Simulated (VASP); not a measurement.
Here is the system:

```
CELL_PARAMETERS angstrom
      3.80748     0.00000     0.00000
     -1.90374     3.29737     0.00000
      0.00000     0.00000    43.59573
ATOMIC_POSITIONS crystal
  Zn 0.66667 0.33333 0.07150
  Zn 0.33333 0.66667 0.57150
  Zn 0.00000 0.00000 0.64290
  Zn 0.00000 0.00000 0.14290
  Zn 0.33333 0.66667 0.78570
  Zn 0.66667 0.33333 0.28570
  Zn 0.00000 0.00000 0.35720
  Zn 0.00000 0.00000 0.85720
  Zn 0.66667 0.33333 0.92860
  Zn 0.33333 0.66667 0.42860
  Zn 0.33333 0.66667 0.21430
  Zn 0.66667 0.33333 0.71430
  Zn 0.33333 0.66667 0.00000
  Zn 0.66667 0.33333 0.50000
  S  0.33333 0.66667 0.48200
  S  0.66667 0.33333 0.98200
  S  0.33333 0.66667 0.05360
  S  0.66667 0.33333 0.55360
  S  0.66667 0.33333 0.33930
  S  0.33333 0.66667 0.83930
  S  0.00000 0.00000 0.41070
  S  0.00000 0.00000 0.91070
  S  0.66667 0.33333 0.76780
  S  0.33333 0.66667 0.26780
  S  0.00000 0.00000 0.19640
  S  0.00000 0.00000 0.69640
  S  0.66667 0.33333 0.12500
  S  0.33333 0.66667 0.62500
```

The numbers are results of PBE GGA, VASP's PBE PAW potentials (set 64) (plane waves; VASP), not measurements. Run with LREAL = Auto, 300 eV cut-off, 7×7×1 Γ-centred mesh, Gaussian smearing of 0.010 eV, potentials Zn S.

At this cut-off the stress carries a Pulay error, which pulls relaxed volumes low.

Task: Give the stress tensor in GPa (positive for a compressed cell).

Result: 
```
2.24  0.00  0.00
0.00  2.24  0.00
0.00  0.00  2.18
```
The pressure is its mean diagonal, 2.22 GPa.

The structure comes from a computed database's ZnS entry; how it stands against other phases isn't given here. The cell was not relaxed at this level.
